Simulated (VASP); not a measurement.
Given:

```
CELL_PARAMETERS angstrom
      2.58467     1.49226     4.52600
     -2.58467     1.49226     4.52600
      0.00000    -2.98452     4.52600
ATOMIC_POSITIONS crystal
  Li 0.50000 0.50000 0.50000
  Ta 0.00000 0.00000 0.00000
  F  0.64967 0.24539 0.86097
  F  0.35033 0.75461 0.13903
  F  0.86097 0.64967 0.24539
  F  0.13903 0.35033 0.75461
  F  0.24539 0.86097 0.64967
  F  0.75461 0.13903 0.35033
```

These are PBEsol GGA, VASP's PBE PAW potentials (set 64) (plane waves; VASP 6.6.1) values and carry that method's errors. Numerical set-up: 400 eV cut-off, 6×6×6 Γ-centred mesh, Gaussian smearing of 0.010 eV, potentials Li_sv Ta_pv F.

At this cut-off the stress carries a Pulay error, which pulls relaxed volumes low.

Question: Which forces act on the atoms, in eV/Å?

Answer: 
```csv
atom,Fx,Fy,Fz
Li1,0.000,0.000,0.000
Ta2,0.000,0.000,0.000
F3,0.068,-0.034,0.052
F4,-0.068,0.034,-0.052
F5,-0.005,0.076,0.052
F6,0.005,-0.076,-0.052
F7,-0.064,-0.042,0.052
F8,0.064,0.042,-0.052
```

Question: Give the stress tensor in GPa (positive for a compressed cell).

Answer: 
```
-9.93   0.00   0.00
 0.00  -9.93   0.00
 0.00   0.00  -9.91
```
The pressure is its mean diagonal, -9.92 GPa.

The structure comes from a computed database's LiTaF6 entry; how it stands against other phases isn't given here. The cell was not relaxed at this level.
